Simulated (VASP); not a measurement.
Calculation: eigenvalue-self-consistent GW0 on PBE orbitals, VASP's PBE PAW potentials (set 64) (plane waves; VASP).

VASP ran on this input.

POSCAR:
```
CdSe
1
    0.0000000000     3.0250000000     3.0250000000
    3.0250000000     0.0000000000     3.0250000000
    3.0250000000     3.0250000000     0.0000000000
Cd Se
1 1
Direct
  0.0000000000   0.0000000000   0.0000000000
  0.2500000000   0.2500000000   0.2500000000
```

### KPOINTS
```
kpoints
0
Gamma
4 4 4
0 0 0
```

INCAR:
```
ISMEAR = 0   ! Gaussian
SIGMA = 0.01   ! width (eV)
NOMEGA = 64
ENCUT = 500   ! plane-wave cut-off (eV)
ENCUTGW = 200
LSPECTRALGW = .True.
LASPH = .True.
PREC = Normal
NBANDSGW = 21
NBANDS = 160
LREAL = .False.
LWAVE = .False.
GGA = PE
ALGO = EVGW0
SYSTEM = CdSe
NELMGW = 4
LCHARG = .False.
```

POTCAR, in this order: Cd_sv_GW Se_GW (PBE.64 set). Program: vasp_std. Read from the step before: WAVECAR, WAVEDER.

Output

OUTCAR:
```
 ion  position               nearest neighbor table
   1  0.000  0.000  0.000-   2 2.62   2 2.62   2 2.62   2 2.62
   2  0.250  0.250  0.250-   1 2.62   1 2.62   1 2.62   1 2.62
  LATTYP: Found a face centered cubic cell.
 ALAT       =     6.0500000000
 Subroutine PRICEL returns:
 Original cell was already a primitive cell.
 Subroutine GETGRP returns: Found 24 space group operations
The static configuration has the point symmetry T_d .
The dynamic configuration has the point symmetry T_d .
 Subroutine INISYM returns: Found 24 space group operations
 Subroutine IBZKPT returns following result:
 Found      8 irreducible k-points:

 Following reciprocal coordinates:
            Coordinates               Weight
  0.000000  0.000000  0.000000      1.000000
  0.250000  0.000000  0.000000      8.000000
  0.500000  0.000000  0.000000      4.000000
  0.250000  0.250000  0.000000      6.000000
  0.500000  0.250000  0.000000     24.000000
 -0.250000  0.250000  0.000000     12.000000
  0.500000  0.500000  0.000000      3.000000
 -0.250000  0.500000  0.250000      6.000000
 Subroutine IBZKPT_HF returns following result:
...
```

OSZICAR:
```
energies w=
    0.000    0.000    1.092    0.000    2.181    0.000    3.266    0.000
    4.344    0.000    5.413    0.000    6.472    0.000    7.520    0.000
    8.555    0.000    9.577    0.000   10.585    0.000   11.580    0.000
   12.561    0.000   13.530    0.000   14.486    0.000   15.431    0.000
   16.366    0.000   17.293    0.000   18.211    0.000   19.124    0.000
   20.032    0.000   20.938    0.000   21.843    0.000   22.749    0.000
   23.658    0.000   24.572    0.000   25.494    0.000   26.425    0.000
   27.369    0.000   28.327    0.000   29.304    0.000   30.302    0.000
   31.325    0.000   32.376    0.000   33.459    0.000   34.580    0.000
   35.743    0.000   36.955    0.000   38.221    0.000   39.549    0.000
   40.947    0.000   42.426    0.000   43.996    0.000   45.670    0.000
   47.465    0.000   49.396    0.000   51.487    0.000   53.763    0.000
   56.254    0.000   58.998    0.000   62.042    0.000   65.443    0.000
   69.275    0.000   73.630    0.000   78.630    0.000   84.433    0.000
   91.256    0.000   99.397    0.000  109.279    0.000  121.525    0.000
  137.091    0.000  157.521    0.000  185.483    0.000  226.021    0.000
NQ=   1    0.0000    0.0000    0.0000,
 performed        298000 updates of chi_q(r,r)
NQ=   2    0.2500    0.0000    0.0000,
 performed        784000 updates of chi_q(r,r)
NQ=   3    0.5000    0.0000    0.0000,
 performed       1216000 updates of chi_q(r,r)
NQ=   4    0.2500    0.2500    0.0000,
 performed       1702000 updates of chi_q(r,r)
NQ=   5    0.5000    0.2500    0.0000,
 performed       2336000 updates of chi_q(r,r)
NQ=   6   -0.2500    0.2500    0.0000,
 performed       2916000 updates of chi_q(r,r)
NQ=   7    0.5000    0.5000    0.0000,
 performed       3308000 updates of chi_q(r,r)
NQ=   8   -0.2500    0.5000    0.2500,
 performed       3781000 updates of chi_q(r,r)
 resolving degeneracies of screened two electron integrals
NQ=   1    0.0000    0.0000    0.0000,
 performed        298000 updates of chi_q(r,r)
NQ=   2    0.2500    0.0000    0.0000,
 performed        784000 updates of chi_q(r,r)
NQ=   3    0.5000    0.0000    0.0000,
 performed       1216000 updates of chi_q(r,r)
NQ=   4    0.2500    0.2500    0.0000,
 performed       1702000 updates of chi_q(r,r)
NQ=   5    0.5000    0.2500    0.0000,
 performed       2336000 updates of chi_q(r,r)
NQ=   6   -0.2500    0.2500    0.0000,
 performed       2916000 updates of chi_q(r,r)
NQ=   7    0.5000    0.5000    0.0000,
 performed       3308000 updates of chi_q(r,r)
NQ=   8   -0.2500    0.5000    0.2500,
 performed       3781000 updates of chi_q(r,r)
 resolving degeneracies of screened two electron integrals
NQ=   1    0.0000    0.0000    0.0000,
 performed        298000 updates of chi_q(r,r)
NQ=   2    0.2500    0.0000    0.0000,
 performed        784000 updates of chi_q(r,r)
NQ=   3    0.5000    0.0000    0.0000,
 performed       1216000 updates of chi_q(r,r)
NQ=   4    0.2500    0.2500    0.0000,
 performed       1702000 updates of chi_q(r,r)
NQ=   5    0.5000    0.2500    0.0000,
 performed       2336000 updates of chi_q(r,r)
NQ=   6   -0.2500    0.2500    0.0000,
 performed       2916000 updates of chi_q(r,r)
NQ=   7    0.5000    0.5000    0.0000,
 performed       3308000 updates of chi_q(r,r)
NQ=   8   -0.2500    0.5000    0.2500,
 performed       3781000 updates of chi_q(r,r)
 resolving degeneracies of screened two electron integrals
NQ=   1    0.0000    0.0000    0.0000,
 performed        298000 updates of chi_q(r,r)
NQ=   2    0.2500    0.0000    0.0000,
 performed        784000 updates of chi_q(r,r)
NQ=   3    0.5000    0.0000    0.0000,
 performed       1216000 updates of chi_q(r,r)
NQ=   4    0.2500    0.2500    0.0000,
 performed       1702000 updates of chi_q(r,r)
NQ=   5    0.5000    0.2500    0.0000,
 performed       2336000 updates of chi_q(r,r)
NQ=   6   -0.2500    0.2500    0.0000,
 performed       2916000 updates of chi_q(r,r)
NQ=   7    0.5000    0.5000    0.0000,
 performed       3308000 updates of chi_q(r,r)
NQ=   8   -0.2500    0.5000    0.2500,
 performed       3781000 updates of chi_q(r,r)
 resolving degeneracies of screened two electron integrals
```

File OUTCAR:
```


 k-point   1 :       0.0000    0.0000    0.0000
  band No. old QP-enery  QP-energies   sigma(KS)   T+V_ion+V_H  V^pw_x(r,r')   Z            occupation Imag(sigma)

      1    -105.3701    -105.4994     -38.3604     -67.1988     -55.4569       0.6835       2.0000       3.9880
      2     -64.6818     -64.7552     -35.4868     -29.2965     -48.9964       0.7233       2.0000       4.0496
      3     -64.6818     -64.7552     -35.4868     -29.2965     -48.9964       0.7233       2.0000       4.0496
      4     -64.6818     -64.7552     -35.4868     -29.2965     -48.9964       0.7233       2.0000       4.0496
      5     -11.4905     -11.5071     -13.8389       2.3252     -19.8710       0.7145       2.0000       1.8097
      6      -7.5558      -7.5793     -26.2051      18.6174     -31.8897       0.7374       2.0000       0.7718
      7      -7.5558      -7.5793     -26.2051      18.6174     -31.8897       0.7374       2.0000       0.7718
      8      -7.5558      -7.5793     -26.2051      18.6174     -31.8897       0.7374       2.0000       0.7718
      9      -7.1906      -7.2151     -27.3691      20.1453     -33.0241       0.7385       2.0000       0.6716
     10      -7.1906      -7.2151     -27.3691      20.1453     -33.0241       0.7385       2.0000       0.6716
     11       1.5343       1.5283     -14.9940      16.5207     -16.6550       0.7851       2.0000       0.3296
     12       1.5343       1.5283     -14.9940      16.5207     -16.6550       0.7851       2.0000       0.3296
     13       1.5343       1.5283     -14.9940      16.5207     -16.6550       0.7851       2.0000       0.3296
     14       3.4089       3.4073     -10.1514      13.5583      -6.6365       0.8150       0.0000      -0.2950
     15       8.8684       8.8681      -9.5879      18.4558      -5.4772       0.8055       0.0000      -0.4355
     16       8.8684       8.8681      -9.5879      18.4558      -5.4772       0.8055       0.0000      -0.4355
     17       8.8684       8.8681      -9.5879      18.4558      -5.4772       0.8055       0.0000      -0.4355
     18      12.7118      12.7121      -8.4092      21.1213      -3.4781       0.8148       0.0000      -0.7022
     19      14.1838      14.1838      -9.9530      24.1368      -5.3074       0.8043       0.0000      -0.6672
     20      14.1838      14.1838      -9.9530      24.1368      -5.3074       0.8043       0.0000      -0.6672
     21      14.7850      14.7852      -7.2466      22.0319      -2.5125       0.8158       0.0000      -0.7761

 k-point   2 :       0.2500    0.0000    0.0000
  band No. old QP-enery  QP-energies   sigma(KS)   T+V_ion+V_H  V^pw_x(r,r')   Z            occupation Imag(sigma)

      1    -105.3747    -105.4979     -38.3582     -67.1988     -55.4568       0.6759       2.0000       3.9897
      2     -64.6841     -64.7550     -35.4861     -29.2965     -48.9956       0.7197       2.0000       4.0495
      3     -64.6841     -64.7550     -35.4861     -29.2965     -48.9956       0.7197       2.0000       4.0495
      4     -64.6841     -64.7550     -35.4861     -29.2965     -48.9956       0.7197       2.0000       4.0495
      5     -11.2888     -11.3056     -14.2091       2.8968     -20.1851       0.7144       2.0000       1.7496
      6      -7.4995      -7.5230     -26.3712      18.8399     -32.0582       0.7380       2.0000       0.7635
      7      -7.4995      -7.5230     -26.3712      18.8399     -32.0582       0.7380       2.0000       0.7635
      8      -7.3160      -7.3383     -25.9398      18.5938     -31.5374       0.7444       2.0000       0.7738
      9      -7.1869      -7.2113     -27.3686      20.1488     -33.0290       0.7405       2.0000       0.6743
     10      -7.1869      -7.2113     -27.3686      20.1488     -33.0290       0.7405       2.0000       0.6743
     11      -1.3519      -1.3590     -13.7984      12.4374     -15.8536       0.7795       2.0000       0.4722
     12       1.0721       1.0659     -14.5545      15.6186     -16.2815       0.7813       2.0000       0.3495
     13       1.0721       1.0659     -14.5545      15.6186     -16.2815       0.7813       2.0000       0.3495
     14       5.1605       5.1592     -10.3769      15.5358      -6.7102       0.8085       0.0000      -0.3306
     15       8.8423       8.8419      -9.6241      18.4659      -5.4787       0.8034       0.0000      -0.4658
     16       9.4174       9.4171      -9.6854      19.1024      -5.4754       0.8037       0.0000      -0.4678
     17       9.4174       9.4171      -9.6854      19.1024      -5.4754       0.8037       0.0000      -0.4678
     18      12.9790      12.9790      -9.0451      22.0241      -4.5742       0.8088       0.0000      -0.6131
     19      12.9790      12.9790      -9.0451      22.0241      -4.5742       0.8088       0.0000      -0.6131
     20      12.7752      12.7755      -7.2180      19.9935      -2.6248       0.8169       0.0000      -0.6551
     21      16.4743      16.4746      -8.7656      25.2402      -3.5945       0.8171       0.0000      -0.9351

 k-point   3 :       0.5000    0.0000    0.0000
  band No. old QP-enery  QP-energies   sigma(KS)   T+V_ion+V_H  V^pw_x(r,r')   Z            occupation Imag(sigma)

      1    -105.3718    -105.4984     -38.3592     -67.1987     -55.4569       0.6802       2.0000       3.9890
      2     -64.6843     -64.7554     -35.4864     -29.2969     -48.9951       0.7181       2.0000       4.0489
      3     -64.6843     -64.7554     -35.4864     -29.2969     -48.9951       0.7181       2.0000       4.0489
      4     -64.6843     -64.7554     -35.4864     -29.2969     -48.9951       0.7181       2.0000       4.0489
      5     -11.0883     -11.1052     -14.6977       3.5859     -20.6234       0.7166       2.0000       1.6825
      6      -7.4612      -7.4848     -26.4807      18.9875     -32.1621       0.7378       2.0000       0.7537
      7      -7.4612      -7.4848     -26.4807      18.9875     -32.1621       0.7378       2.0000       0.7537
      8      -7.1612      -7.1852     -27.4579      20.2643     -33.1342       0.7416       2.0000       0.6778
      9      -7.1612      -7.1852     -27.4579      20.2643     -33.1342       0.7416       2.0000       0.6778
     10      -6.7957      -6.8179     -26.9137      20.0881     -32.5092       0.7430       2.0000       0.7235
     11      -3.3423      -3.3498     -12.1757       8.8237     -14.7980       0.7751       2.0000       0.7093
     12       0.6711       0.6648     -14.1846      14.8476     -15.9904       0.7805       2.0000       0.3718
     13       0.6711       0.6648     -14.1846      14.8476     -15.9904       0.7805       2.0000       0.3718
     14       5.2746       5.2735     -10.1729      15.4461      -6.4170       0.8118       0.0000      -0.3368
     15       9.3544       9.3541      -9.4934      18.8475      -5.3803       0.8060       0.0000      -0.4586
     16       9.3544       9.3541      -9.4934      18.8475      -5.3803       0.8060       0.0000      -0.4586
     17      10.2356      10.2355      -8.8693      19.1048      -4.3854       0.7991       0.0000      -0.6008
     18      12.8405      12.8408      -7.8903      20.7312      -3.1066       0.8113       0.0000      -0.6947
     19      15.2016      15.2017      -9.3797      24.5815      -4.3577       0.8080       0.0000      -0.8033
     20      15.2016      15.2017      -9.3797      24.5815      -4.3577       0.8080       0.0000      -0.8033
     21      16.3749      16.3750      -9.5968      25.9719      -4.3884       0.8175       0.0000      -0.9562

 k-point   4 :       0.2500    0.2500    0.0000
  band No. old QP-enery  QP-energies   sigma(KS)   T+V_ion+V_H  V^pw_x(r,r')   Z            occupation Imag(sigma)

      1    -105.3752    -105.4974     -38.3578     -67.1987     -55.4567       0.6742       2.0000       3.9899
      2     -64.6846     -64.7543     -35.4860     -29.2964     -48.9953       0.7130       2.0000       4.0493
      3     -64.6846     -64.7543     -35.4860     -29.2964     -48.9953       0.7130       2.0000       4.0493
      4     -64.6846     -64.7543     -35.4860     -29.2964     -48.9953       0.7130       2.0000       4.0493
      5     -11.2238     -11.2405     -14.3394       3.0922     -20.2978       0.7153       2.0000       1.7307
      6      -7.4294      -7.4526     -26.5875      19.1267     -32.2834       0.7392       2.0000       0.7556
      7      -7.4294      -7.4526     -26.5875      19.1267     -32.2834       0.7392       2.0000       0.7556
      8      -7.3779      -7.4008     -25.6887      18.2800     -31.2567       0.7420       2.0000       0.7739
      9      -7.1825      -7.2063     -27.0650      19.8504     -32.7034       0.7424       2.0000       0.6919
     10      -7.1581      -7.1823     -27.4585      20.2678     -33.1251       0.7418       2.0000       0.6717
     11      -1.1915      -1.1985     -14.3675      13.1670     -16.3667       0.7806       2.0000       0.4515
     12       0.3532       0.3468     -13.9058      14.2508     -15.7485       0.7793       2.0000       0.3859
     13       0.3532       0.3468     -13.9058      14.2508     -15.7485       0.7793       2.0000       0.3859
     14       6.1623       6.1610     -10.4606      16.6213      -6.7430       0.8037       0.0000      -0.3626
     15       7.0389       7.0383      -9.5487      16.5869      -5.6832       0.8106       0.0000      -0.3782
     16      10.6971      10.6969      -9.9730      20.6698      -5.4741       0.8003       0.0000      -0.5590
     17      10.6971      10.6969      -9.9730      20.6698      -5.4741       0.8003       0.0000      -0.5590
     18      10.5848      10.5847      -8.4346      19.0193      -4.3242       0.8128       0.0000      -0.5042
     19      14.6440      14.6440      -9.5716      24.2156      -4.7986       0.8043       0.0000      -0.6962
     20      16.3655      16.3658      -8.8757      25.2415      -3.6845       0.8172       0.0000      -0.9256
     21      16.9172      16.9174      -7.5800      24.4975      -2.6677       0.8203       0.0000      -0.9041

 k-point   5 :       0.5000    0.2500    0.0000
  band No. old QP-enery  QP-energies   sigma(KS)   T+V_ion+V_H  V^pw_x(r,r')   Z            occupation Imag(sigma)

      1    -105.3743    -105.4983     -38.3581     -67.1987     -55.4569       0.6794       2.0000       3.9899
      2     -64.6845     -64.7555     -35.4865     -29.2970     -48.9948       0.7174       2.0000       4.0487
      3     -64.6845     -64.7555     -35.4865     -29.2970     -48.9948       0.7174       2.0000       4.0487
      4     -64.6845     -64.7555     -35.4865     -29.2970     -48.9948       0.7174       2.0000       4.0487
      5     -11.0281     -11.0448     -14.8411       3.7898     -20.7536       0.7198       2.0000       1.6652
...
```
(Selected blocks of OUTCAR.)

The mesh is coarse and the basis finite, so the quasiparticle values are not converged. VASP warned that its frequency grid is unfit for quasiparticle energies.

The compound is CdSe in the zinc blende structure, whereas wurtzite is the usual form. The cell was not relaxed at this level. The k-mesh is coarse (spacing up to 0.45 per Å, 2π included), so the numbers may not be converged in it.
